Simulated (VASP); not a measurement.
OSZICAR of a VASP run on BaTiO3 (cubic perovskite):

**OSZICAR**
```
       N       E                     dE             d eps       ncg     rms          rms(c)
DAV:   1     0.466287704252E+03    0.46629E+03   -0.21407E+04   960   0.177E+03
DAV:   2     0.498296347067E+01   -0.46130E+03   -0.45255E+03  1200   0.487E+02
DAV:   3    -0.416087714398E+02   -0.46592E+02   -0.46449E+02  1368   0.149E+02
DAV:   4    -0.437666177720E+02   -0.21578E+01   -0.21566E+01  1448   0.285E+01
DAV:   5    -0.438656076651E+02   -0.98990E-01   -0.98987E-01  1328   0.380E+00    0.232E+01
DAV:   6    -0.310389492783E+02    0.12827E+02   -0.10269E+02  1464   0.769E+01    0.130E+01
DAV:   7    -0.308937208201E+02    0.14523E+00   -0.25566E+01  1200   0.376E+01    0.700E+00
DAV:   8    -0.304774761285E+02    0.41624E+00   -0.10110E+00  1200   0.861E+00    0.455E+00
DAV:   9    -0.303584752651E+02    0.11900E+00   -0.30270E+00  1224   0.134E+01    0.352E+00
DAV:  10    -0.302405232888E+02    0.11795E+00   -0.12383E+00  1248   0.850E+00    0.814E-01
DAV:  11    -0.302440402016E+02   -0.35169E-02   -0.21792E-01  1240   0.305E+00    0.944E-01
DAV:  12    -0.302318790979E+02    0.12161E-01   -0.98383E-02  1200   0.244E+00    0.226E-01
DAV:  13    -0.302313253141E+02    0.55378E-03   -0.26122E-03  1184   0.455E-01    0.139E-01
DAV:  14    -0.302310363055E+02    0.28901E-03   -0.23332E-03  1224   0.369E-01    0.411E-02
DAV:  15    -0.302310183699E+02    0.17936E-04   -0.15691E-04  1152   0.113E-01    0.856E-03
DAV:  16    -0.302310178052E+02    0.56464E-06   -0.46656E-06  1272   0.164E-02    0.445E-03
DAV:  17    -0.302310175655E+02    0.23971E-06   -0.17632E-06  1216   0.783E-03    0.689E-04
DAV:  18    -0.302310176649E+02   -0.99360E-07   -0.15313E-07   688   0.393E-03
   1 F= -.30231018E+02 E0= -.30231018E+02  d E =-.490492E-11
```

Q: Which electronic solver shows in the log?

A: It is blocked Davidson (ALGO = Normal, or the opening steps of other solvers). The INCAR had ALGO = Normal.

Q: Can the final energy be trusted as converged?

A: The calculation finished and met its thresholds. It stopped with EDIFF = 1E-7, NELM = 100 (vdW-DF2, plane waves, VASP's PBE PAW potentials (set 64)).

The compound is BaTiO3 in the cubic perovskite structure, the ideal cubic form; the compound distorts at low or room temperature. This cell is one point of a volume scan, at 1.03 of the reference volume.
